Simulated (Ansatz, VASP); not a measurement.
## One calculation of InRu2, two programs

```
In Ru
1.0
     0.00000    2.89153    2.89153
     2.89153    0.00000    2.89153
     2.89153    2.89153    0.00000
In Ru
1 2
Direct
  0.00000 0.00000 0.00000
  0.75000 0.75000 0.75000
  0.50000 0.50000 0.50000
```

Change from the starting cell: species swapped into the Cu2Se type (F-43m, No. 216).

Alike in both runs: task relaxation of cell and atoms; functional PBE; k mesh 6 × 6 × 6; occupations gaussian, width 0.1 eV; no spin polarisation.

|  | VASP | Ansatz |
| --- | --- | --- |
| version | VASP 6.6.1 | Ansatz 0.2.0 |
| potentials or method | VASP PAW PBE potentials, release 64 (In_d, Ru_pv) | scalar-relativistic, plane waves, PAW |
| plane-wave cutoff (eV) | 600 | 420 |
| valence electrons in the cell | 41 | 45 |

Ansatz gave:

* gap on the k mesh at the Fermi level, each at its own relaxed structure (eV): none
* relaxed volume (Å³/atom): 18.59
* relaxed cell length with the largest relative difference (Å): 4.289
* energy change over the relaxation (meV/atom): -214

Task: Which values does VASP return?

Result: gap on the k mesh at the Fermi level, each at its own relaxed structure (eV): none; relaxed volume (Å³/atom): 18.61; relaxed cell length with the largest relative difference (Å): 4.290; energy change over the relaxation (meV/atom): -216.

A gap of «none» marks a metal or a gap that the smearing closes. The two sets of potentials don't hold the same shells in valence.

Caveats: the volume moved by over 15 % at a fixed basis, so the end points are rough (VASP).
